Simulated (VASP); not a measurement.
A run of VASP 6.6.1 is set up as follows.

Contents of INCAR:

```
ALGO = Normal
EDIFF = 1E-7
ENCUT = 520
GGA = PE
ISIF = 2
ISMEAR = 0
ISPIN = 2
LASPH = True
LCHARG = False
LDAU = True
LDAUJ = 0
LDAUL = 2
LDAUPRINT = 1
LDAUTYPE = 2
LDAUU = 2
LMAXMIX = 4
LORBIT = 11
LREAL = False
LWAVE = False
MAGMOM = 0.8
NELM = 150
PREC = Accurate
SIGMA = 0.1
```

KPOINTS

```
k-points
0
Gamma
  20 20 20
```

The input POSCAR:

```
Ni                                      
1.0
    0.0000000000      1.7987822374      1.7987822374
    1.7987822374      0.0000000000      1.7987822374
    1.7987822374      1.7987822374      0.0000000000
  Ni            
     1
Direct
     0.0000000000000000    0.0000000000000000    0.0000000000000000
```

Potentials or basis: VASP PAW PBE potentials, release 64 (Ni).

Command:

```bash
$ cat potpaw_PBE.64/Ni/POTCAR > POTCAR
$ mpirun -np 1 vasp_std > vasp.out
```

Estimate the band gap on the k mesh.

none (metal or under the smearing width).

Predict the site moments.

Ni +0.76 μB.

Eigenvalues of the final occupation matrices:
| site | spin | trace | eigenvalues |
| --- | --- | --- | --- |
| site 1 d | 1 | 4.59 | 0.92 0.92 0.92 0.92 0.92 |
| site 1 d | 2 | 3.79 | 0.68 0.68 0.68 0.87 0.87 |

Caveat: the U is typed as a test and isn't derived for this compound. The state reached can hang on the start; a lower one may exist.
